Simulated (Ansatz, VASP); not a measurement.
**AlHNF (F-AlN-H chair bilayer, AA) in two plane-wave programs**

One calculation is typed for both programs; each brings its own data sets. How far apart do they land? The structure shown is the start of the Ansatz relaxation below; VASP solves that cell, so the two are compared at the walk's first step.

Calculated with Ansatz 0.2.0; plane waves, with VASP 6.6.1 beside it; single point at PBE with D3(BJ).

### 1. The structure

The cell holds 8 atoms: 2 H, 2 N, 2 Al and 2 F. Cell: a = 3.168 Å, b = 3.168 Å, c = 42.560 Å, α = 90.0°, β = 90.0°, γ = 120.0°. Vacuum lies along c. The height across the vacuum is the one that the program set for its solve, not the one typed.

Coordinates:

```cif
data_structure
_symmetry_space_group_name_H-M 'P 1'
_symmetry_Int_Tables_number 1
_cell_length_a 3.1680
_cell_length_b 3.1680
_cell_length_c 42.5600
_cell_angle_alpha 90.000
_cell_angle_beta 90.000
_cell_angle_gamma 120.000
_cell_volume 369.92
loop_
_atom_site_label
_atom_site_type_symbol
_atom_site_fract_x
_atom_site_fract_y
_atom_site_fract_z
_atom_site_occupancy
H1 H 0.66667 0.33333 0.21147 1
H2 H 0.66667 0.33333 0.35103 1
N3 N 0.66667 0.33333 0.23543 1
N4 N 0.66667 0.33333 0.37500 1
Al5 Al 0.33333 0.66667 0.25047 1
Al6 Al 0.33333 0.66667 0.39004 1
F7 F 0.33333 0.66667 0.29229 1
F8 F 0.33333 0.66667 0.43186 1
```

### 2. Ansatz: relaxation, PBE with D3(BJ)

Ansatz runs on its default PAW (the set named soft_2) files.

The two programs are compared at the cell with which this relaxation starts, whose forces are those of its first step.

Input file input.yaml:

```yaml
crystal:
  lattice:
    - [3.168, 0.0, 0.0]
    - [-1.584, 2.7435684792, 0.0]
    - [0.0, 0.0, 27.38]
  atoms:
    - { symbol: H, position: [0.6666666667, 0.3333333333, 0.3287070855] }
    - { symbol: "N", position: [0.6666666667, 0.3333333333, 0.3659605551] }
    - { symbol: Al, position: [0.3333333333, 0.6666666667, 0.3893352812] }
    - { symbol: F, position: [0.3333333333, 0.6666666667, 0.4543462381] }
    - { symbol: H, position: [0.6666666667, 0.3333333333, 0.5456537619] }
    - { symbol: "N", position: [0.6666666667, 0.3333333333, 0.5829072316] }
    - { symbol: Al, position: [0.3333333333, 0.6666666667, 0.6062819576] }
    - { symbol: F, position: [0.3333333333, 0.6666666667, 0.6712929145] }
  periodic: [true, true, false]
kpoints:
  mp_grid: { grid: [12, 12, 1] }
hamiltonian:
  xc: pbe
  dispersion: d3bj
scf:
  occupations: { method: fermi_dirac, width: 0.05 }
  convergence: { dr2_threshold: 1.0e-09 }
relax:
  f_tol: 0.004
  max_steps: 90
  cell: {}
output:
  write_potential: true
  write_density: true
  volumetric_format: npy
```

The run is started by

```console
ansatz run input.yaml --threads 2 --pin off --max-ram 3072MiB --backend cpu --events-out ev --progress --plain --runs-dir out
```

Numbers of over 12 decimals in the logs are rounded to 6 here.

Log:

```text
Warning: crystal.periodic: the lattice vector that does not repeat stood 0.000° off the slab's normal, 27.380 Å along it as the deck builds it. The run solves the slab on a vector along the normal, 42.560 Å long, with every atom where it was (on the deck's vector they left 18.00 Å outside them, and the widest stretch free of ions among them is 2.50 Å). A fractional position that the run reports is one of the run's ce [...]
Warning: relax.cell: scf.convergence.dr2_threshold = 1e-9 eV is looser than the 2.13001392008e-10 eV advised for a relaxation that steers and ends on the stress (1e-10 eV for each atom of the cell: 8, times the square of relax.cell.stress_2d_tol = 0.05 N/m over 19.4 Å (the atoms' height at the walk's start and 5 Å past either face), 2.580e-2 GPa, over a crystal's default 0.05). What an SCF threshold leaves in a stress goes as its square root, and in the free energy as the threshold itself, and one threshold admits the most on a small cell: [figures from the program's tests cut] Set scf.convergence.dr2_threshold to 2.13001392008e-10 eV or tighter. [rest of the remark cut]
crystal.periodic: the lattice vector that does not repeat stood 0.000° off the slab's normal, 27.380 Å along it as the deck builds it. The run solves the slab on a vector along the normal, 42.560 Å long, with every atom where it was (on the deck's vector they left 18.00 Å outside them, and the widest stretch free of ions among them is 2.50 Å). A fractional position that the run reports is one of the run's cell, which [...]
Engine: ansatz 0.2.0, x86_64-unknown-linux-gnu
Pseudopotentials: kind: paw
Pseudopotential: H, paw, valence charge 1, recommended cutoff 420 eV (normal), H.paw.azcp
Pseudopotential: N, paw, valence charge 5, recommended cutoff 420 eV (normal), N.paw.azcp
[...]
SCF iter   4: F=—  HF=-3499.283585 eV  |F-HF|=—  |Δ(HF+E_count)|=   4.64e-7  Δρ=8.32e-6  dr2=3.06e-7  ethr=2.68e-9  ⟨swp⟩=2.5  Hψ=727  notcnv=0
SCF iter   5: F=—  HF=-3499.283585 eV  |F-HF|=—  |Δ(HF+E_count)|=   9.16e-8  Δρ=3.11e-6  dr2=7.09e-8  ethr=9.57e-10  ⟨swp⟩=2.6  Hψ=791  notcnv=0
SCF iter   6: F=—  HF=-3499.283585 eV  |F-HF|=—  |Δ(HF+E_count)|=   1.38e-7  Δρ=1.34e-6  dr2=1.56e-8  ethr=2.22e-10  ⟨swp⟩=2.5  Hψ=751  notcnv=0
SCF iter   7: F=—  HF=-3499.283585 eV  |F-HF|=—  |Δ(HF+E_count)|=   9.44e-8  Δρ=4.41e-7  dr2=1.43e-9  ethr=4.87e-11  ⟨swp⟩=2.7  Hψ=738  notcnv=0
SCF iter   8: F=-3499.283585 eV  HF=-3499.283585 eV  |F-HF|=1.26e-9  |Δ(HF+E_count)|=   1.28e-8  Δρ=9.49e-8  dr2=3.85e-11  ethr=3.13e-12  ⟨swp⟩=10.7  Hψ=3016  notcnv=0
SCF 10 converged in 8 iterations: F = -3499.283585 eV  dr2 = 3.85e-11
relax step  10: F+E_penalty+E_count = -3499.28358494 eV  Δ(F+E_penalty+E_count) = -1.112e-4 eV  max|allowed force component| = 6.636e-4 eV/Å  Δτ_max = 0.0002 Å  P = -0.003 N/m  Ω = 364.684 Å³  energy of the carried Pulay correction = +3.102e-4 eV  fix = [c, alpha, beta]  reactions: c -0.000 N/m  (8 SCF iters, accepted)
iter 1 solved again at ethr=3.31e-7 eV; its pass at ethr=3.10e-3 eV (dr2=1.06e-4 eV) is discarded
SCF iter   1: F=—  HF=-3499.282513 eV  |F-HF|=—  |Δ(HF+E_count)|=         —  Δρ=1.17e-5  dr2=1.93e-7  ethr=3.31e-7  ⟨swp⟩=5.5  Hψ=6187  notcnv=0
preconditioner: auto → LDOS  [insulator: Δε(μ)=0.278 eV  Ē_g=11.896 eV  σ=0.050 eV  W_gap=0.60  n_scr=24 (ndim 8)  ℏωp=10.7 eV  f_vac=0.738  D(μ)=1.54/eV (n_scr^D=10)  ε∞_Penn≈1.8  β→1.0]
SCF iter   2: F=—  HF=-3499.283228 eV  |F-HF|=—  |Δ(HF+E_count)|=   7.15e-4  Δρ=1.62e-5  dr2=6.07e-7  ethr=6.04e-10  ⟨swp⟩=4.5  Hψ=1323  notcnv=0
SCF iter   3: F=—  HF=-3499.283228 eV  |F-HF|=—  |Δ(HF+E_count)|=   6.08e-9  Δρ=5.87e-6  dr2=5.19e-8  ethr=6.04e-10  ⟨swp⟩=2.0  Hψ=762  notcnv=0
SCF iter   4: F=—  HF=-3499.283228 eV  |F-HF|=—  |Δ(HF+E_count)|=   8.98e-9  Δρ=4.15e-6  dr2=3.11e-8  ethr=1.62e-10  ⟨swp⟩=3.2  Hψ=768  notcnv=0
SCF iter   5: F=—  HF=-3499.283228 eV  |F-HF|=—  |Δ(HF+E_count)|=   1.96e-9  Δρ=6.81e-7  dr2=1.37e-9  ethr=9.71e-11  ⟨swp⟩=2.3  Hψ=709  notcnv=0
SCF iter   6: F=-3499.283228 eV  HF=-3499.283228 eV  |F-HF|=1.59e-9  |Δ(HF+E_count)|=  1.11e-10  Δρ=1.91e-7  dr2=1.80e-10  ethr=3.13e-12  ⟨swp⟩=16.8  Hψ=3976  notcnv=0
SCF 11 converged in 6 iterations: F = -3499.283228 eV  dr2 = 1.80e-10
relax step  11: F+E_penalty+E_count = -3499.28322812 eV  Δ(F+E_penalty+E_count) = +3.568e-4 eV  max|allowed force component| = 6.415e-4 eV/Å  Δτ_max = 0.0000 Å  P = -0.007 N/m  Ω = 364.684 Å³  fix = [c, alpha, beta]  reactions: c -0.000 N/m  stress off target by 7.19e-3 N/m on what of the cell is left free  SCF on the basis re-selected at this cell (its energy is not comparable with the rows above)  (6 SCF iters)
basis re-selected at this cell: Δ(F+E_penalty+E_count) = +3.568e-4 eV, ΔP = -0.004 N/m vs the last step (what re-selecting the basis moved, of the pressure what is left beyond the Pulay correction that the steps carried, after the strain that the cell walked since its last selection, with what the two solves' SCF thresholds leave and, on support functions, any second-order correction that the steps lacked; it is no m [...]
WARN: The output density's exchange-correlation potential varies sharply where the density is thin. Do not read a vacuum level from v_tot or v_xc, or from such a field of the output density. On a cell that repeats whose density bears no net charge and no dipole along the vacuum's axis use v_es (v_loc + v_h of the components); under efield.dipole_correction with no amplitude use v_es + v_field, which holds any externa [...]
SCF converged after 6 iterations
Free energy (F): -3499.283228 eV
Harris-Foulkes:  -3499.283228 eV  (|F-HF|=1.59e-9)
Internal energy: -3499.269869 eV  (E = F + TS)
E sigma→0 (E₀):  -3499.276549 eV
Entropy (-TS):   -0.013359 eV (-1.670 meV/atom)
Fermi energy:    -6.710146 eV
--- Per-component energies (eV) ---
  E_band       = -467.231758
  E_kinetic    = 757.068348
  E_local      = -81431.208845  (includes V_loc(G=0)·N_el)
  E_nonlocal   = 260.879997
  E_hartree    = 40283.268259
  E_xc         = -378.806697
  E_vxc        = -440.201888  (∫ρ·V_xc dr)
  E_paw        = -1592.691325  (= ΣΔE_a)
  E_vpaw       = -180.308667  (= ΣTr[D̂ρ^β])
  E_aug_tail   = 0.001764  (compensation charges beyond the density's cutoff)
  E_ewald      = 38602.973299
  E_disp       = -0.754667  (pairwise vdW)
  E_smearing   = -0.013359  (= −TS)
  E_closure    = -0.000000  (closes the sum)
  Σ components = -3499.283228   (vs F -3499.283228, Δ=0.00e0)
--- Forces (eV/Å), atoms counted from 1 ---
  atom   1  H     -0.00000000    -0.00000000    -0.00003405
  atom   2  N      0.00000000     0.00000000     0.00019256
  atom   3  Al     0.00000000    -0.00000000     0.00004329
  atom   4  F      0.00000000     0.00000000     0.00000447
  atom   5  H     -0.00000000    -0.00000000     0.00020526
  atom   6  N      0.00000000     0.00000000     0.00048888
  atom   7  Al     0.00000000    -0.00000000    -0.00057367
  atom   8  F      0.00000000     0.00000000     0.00021564
  max |Σ_I F_I| component: 5.42e-4 eV/Å
--- 2D stress c σ (N/m, compression-positive) ---
       -0.007191       0.000000      -0.000000
       -0.000000      -0.007191      -0.000000
       -0.000000      -0.000000      -0.000000
  P = ½ c Tr σ = -0.0072 N/m
--- Band table (eV; the first three rows and the last of 19) ---
  k-point 0: bands = ["-31.1528", "-26.6596", "-25.4508", "-21.2727", "-16.3032", "-13.1735", "-11.8977", "-11.5054", "-11.5054", "-11.0138", "-11.0138", "-8.4546", "-7.0793", "-7.0793", "-6.9723", "-6.7313", "-6.7313", "-5.1246", "-4.3634", "-3.5755", "-3.0592", "-2.4204", "-1.1129", "-0.8174"]
  k-point 1: bands = ["-31.1409", "-26.6479", "-25.3952", "-21.2176", "-16.2551", "-13.1740", "-11.8792", "-11.6540", "-11.5481", "-11.2852", "-11.0488", "-8.4718", "-7.3231", "-7.1415", "-6.9079", "-6.7771", "-6.7461", "-4.9239", "-4.1795", "-3.4121", "-2.9238", "-2.2849", "-0.8783", "-0.7004"]
  k-point 2: bands = ["-31.1081", "-26.6158", "-25.2378", "-21.0618", "-16.1196", "-13.2222", "-12.2745", "-11.8580", "-11.6687", "-11.5707", "-11.1337", "-8.6148", "-7.9523", "-7.3034", "-7.1699", "-6.7880", "-6.3101", "-4.4209", "-3.6900", "-3.0358", "-2.5906", "-1.8723", "-0.4656", "-0.3523"]
  k-point 18: bands = ["-30.9489", "-26.4604", "-24.3499", "-20.1828", "-15.0985", "-14.5380", "-14.1202", "-12.7440", "-12.1161", "-12.1103", "-10.8328", "-10.2358", "-9.8754", "-8.1940", "-7.6111", "-7.5396", "-2.3528", "-1.9765", "-1.7963", "-0.8117", "0.9073", "1.2113", "1.4651", "1.5469"]
  the weakly bound empty levels are not read free of the cell's end (no_gap_told)
--- Relaxed structure (9 steps of the walk, 9 accepted, 2 SCFs on fresh bases) ---
  F+E_penalty+E_count = -3499.28322812 eV   max|allowed force component| = 6.415e-4 eV/Å   (the final SCF, on the basis selected at the relaxed cell)
  cell:  # Å, volume = 364.6840 Å³
    - [3.145518, 0.0, 0]
    - [-1.572759, 2.724099, 0]
    - [0, 0, 42.55999999604]
  atoms:
    - { symbol: H, position: [0.666667, 0.333333, 0.221364] }
    - { symbol: N, position: [0.666667, 0.333333, 0.245571] }
    - { symbol: Al, position: [0.333333, 0.666667, 0.260200] }
    - { symbol: F, position: [0.333333, 0.666667, 0.299045] }
    - { symbol: H, position: [0.666667, 0.333333, 0.342607] }
    - { symbol: N, position: [0.666667, 0.333333, 0.366729] }
    - { symbol: Al, position: [0.333333, 0.666667, 0.381690] }
    - { symbol: F, position: [0.333333, 0.666667, 0.420386] }
```

Reading the cycles: dr2 is the Hartree energy of the density residual (eV), the measure of convergence; HF is the Harris–Foulkes estimate of the energy, which meets the free energy F at convergence.

### 3. VASP: single point, PBE with D3(BJ), start cell

The same cell, functional, mesh and smearing now go to VASP, with its own data sets.

Lines of VASP's logs that name or quote its potential files are left out, and so is its time.

Input file INCAR:

```
SYSTEM = AlHNF
PREC = Accurate
ENCUT = 520
EDIFF = 1E-06
NELM = 120
ISMEAR = -1
SIGMA = 0.05
LREAL = .FALSE.
ALGO = Normal
GGA = PE
IVDW = 12
NBANDS = 24
LORBIT = 11
LWAVE = .FALSE.
LCHARG = .FALSE.
ISIF = 2
LDIPOL = .TRUE.
IDIPOL = 3
DIPOL = 0.5 0.5 0.317
LVHAR = .TRUE.
LASPH = .TRUE.
GGA_COMPAT = .FALSE.
NELMDL = -8
KPAR = 2
```

Input file POSCAR:

```
AlHNF
1.0
    3.1680000000      0.0000000000      0.0000000000
   -1.5840000000      2.7435680000      0.0000000000
    0.0000000000      0.0000000000     42.5600000000
H N Al F
2 2 2 2
Direct
    0.6666667274      0.3333334548      0.2114661654
    0.6666667274      0.3333334548      0.3510338346
    0.6666667274      0.3333334548      0.2354323308
    0.6666667274      0.3333334548      0.3750000000
    0.3333334548      0.6666669097      0.2504699248
    0.3333334548      0.6666669097      0.3900375940
    0.3333334548      0.6666669097      0.2922932331
    0.3333334548      0.6666669097      0.4318609023
```

Input file KPOINTS:

```
Automatic mesh
0
Gamma
12 12 1
0 0 0
```

The projector-augmented-wave data sets are H, N, Al and F (PBE family, release 64).

The run is started by

```console
mpirun -np 2 vasp_std
```

Log:

```text
[banner, memory and clock lines left out]
running    2 mpi-ranks, on    1 nodes
 distrk:  each k-point on    1 cores,    2 groups
 distr:  one band on    1 cores,    1 groups

 POSCAR found type information on POSCAR H N AlF
 POSCAR found :  4 types and       8 ions
 LDA part: xc-table for (Slater+PW92), standard interpolation
 POSCAR, INCAR and KPOINTS ok, starting setup
 FFT: planning ... GRIDC
 FFT: planning ... GRID_SOFT
 FFT: planning ... GRID
 WAVECAR not read
 entering main loop
       N       E                     dE             d eps       ncg     rms          rms(c)
DAV:   1     0.265501790496E+03    0.26550E+03   -0.12119E+04  1040   0.980E+02
DAV:   2    -0.680407372647E+01   -0.27231E+03   -0.25706E+03  1432   0.234E+02
DAV:   3    -0.530581654582E+02   -0.46254E+02   -0.45877E+02  1160   0.107E+02
DAV:   4    -0.541865634507E+02   -0.11284E+01   -0.11254E+01  1128   0.215E+01
DAV:   5    -0.542049447601E+02   -0.18381E-01   -0.18376E-01  1152   0.249E+00
DAV:   6    -0.542054569159E+02   -0.51216E-03   -0.51209E-03  1232   0.454E-01
DAV:   7    -0.542054705228E+02   -0.13607E-04   -0.13607E-04  1152   0.636E-02
DAV:   8    -0.542054711006E+02   -0.57784E-06   -0.57777E-06  1112   0.136E-02    0.143E+01
DAV:   9    -0.471006191368E+02    0.71049E+01   -0.21057E+01  1216   0.289E+01    0.571E+00
DAV:  10    -0.470425984849E+02    0.58021E-01   -0.41521E+00  1192   0.821E+00    0.403E+00
DAV:  11    -0.470551737736E+02   -0.12575E-01   -0.32649E-01  1184   0.423E+00    0.385E+00
DAV:  12    -0.470962148848E+02   -0.41041E-01   -0.17592E+00  1232   0.519E+00    0.209E+00
DAV:  13    -0.470584218944E+02    0.37793E-01   -0.11826E-01  1112   0.201E+00    0.143E+00
DAV:  14    -0.469516613601E+02    0.10676E+00   -0.63186E-02  1208   0.196E+00    0.857E-01
[...]
DAV:  24    -0.468700998558E+02   -0.76478E-04   -0.30015E-05  1088   0.262E-02    0.209E-02
DAV:  25    -0.468701171654E+02   -0.17310E-04   -0.51080E-06  1064   0.115E-02    0.211E-02
DAV:  26    -0.468701244041E+02   -0.72387E-05   -0.48451E-07   832   0.404E-03    0.206E-02
DAV:  27    -0.468701267338E+02   -0.23297E-05   -0.12144E-05   992   0.196E-02    0.221E-03
DAV:  28    -0.468701359615E+02   -0.92277E-05   -0.14970E-06   808   0.782E-03    0.234E-03
DAV:  29    -0.468701401931E+02   -0.42316E-05   -0.25687E-07   856   0.298E-03    0.251E-03
DAV:  30    -0.468701441375E+02   -0.39443E-05   -0.20778E-07   696   0.185E-03    0.183E-03
DAV:  31    -0.468701449282E+02   -0.79078E-06   -0.77864E-08   744   0.139E-03
   1 F= -.47557889E+02 E0= -.47550268E+02  d E =-.152437E-01
```

(Continued in part 2 of 2.)

[Lines on the potential files, build, host, timing and source positions are cut from VASP's logs without a mark.]

[Logs are printed without paths, hosts, clocks, repeated set-up lines and the standing remarks that a program may print on its own settings, such as how far it seeks lower states.]

[Hosts, paths, dates, database ids (printed as entryN), source tags and the programs' standing remarks are cut or masked in the printed files.]
